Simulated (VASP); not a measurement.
A convergence study with VASP on CaSe (rock salt): one setting is varied, all else stays as given below, so the limit is that of these other settings. Each run relaxes cell and ions from the cell shown.

```
CELL_PARAMETERS angstrom
      0.00000     2.96000     2.96000
      2.96000     0.00000     2.96000
      2.96000     2.96000     0.00000
ATOMIC_POSITIONS crystal
  Ca 0.00000 0.00000 0.00000
  Se 0.50000 0.50000 0.50000
```

Calculation: PBE GGA, VASP's PBE PAW potentials (set 64) (plane waves; VASP). The tightest run used: 550 eV cut-off, 12×12×12 Γ-centred mesh, Gaussian smearing of 0.050 eV, potentials Ca_sv Se.

Gaps are read on the run's mesh, which can miss a band edge.

Problem. The settings run are 2×2×2 mesh; 3×3×3 mesh; 4×4×4 mesh; 5×5×5 mesh; 6×6×6 mesh; 7×7×7 mesh; 8×8×8 mesh; 9×9×9 mesh; 10×10×10 mesh; 11×11×11 mesh; 12×12×12 mesh. From which on does the relaxed volume stay within 0.1 Å³/atom of the tightest run?

Solution. From 4×4×4 mesh on: it is off by 0.061 there and by no more than 0.1 in any finer run, while 3×3×3 mesh is off by 0.269.
```csv
setting,relaxed volume (Å³/atom),E (eV/atom),gap on the mesh (eV),irreducible k-points,difference judged (Å³/atom)
2×2×2 mesh,28.149,-4.4183,2.023,3,1.620
3×3×3 mesh,26.799,-4.7012,2.380,4,0.269
4×4×4 mesh,26.590,-4.7353,2.078,8,0.061
5×5×5 mesh,26.546,-4.7413,2.197,10,0.016
6×6×6 mesh,26.534,-4.7426,2.082,16,0.005
7×7×7 mesh,26.531,-4.7429,2.142,20,0.001
8×8×8 mesh,26.530,-4.7430,2.082,29,0.001
9×9×9 mesh,26.530,-4.7430,2.118,35,0.000
10×10×10 mesh,26.529,-4.7430,2.082,47,0.000
11×11×11 mesh,26.530,-4.7430,2.106,56,0.000
12×12×12 mesh,26.529,-4.7430,2.082,72,0.000
```

Left out are rungs that failed or repeat a setting and relaxations that didn't move; long series are thinned to 24 rows.

The compound is CaSe in the rock salt structure.
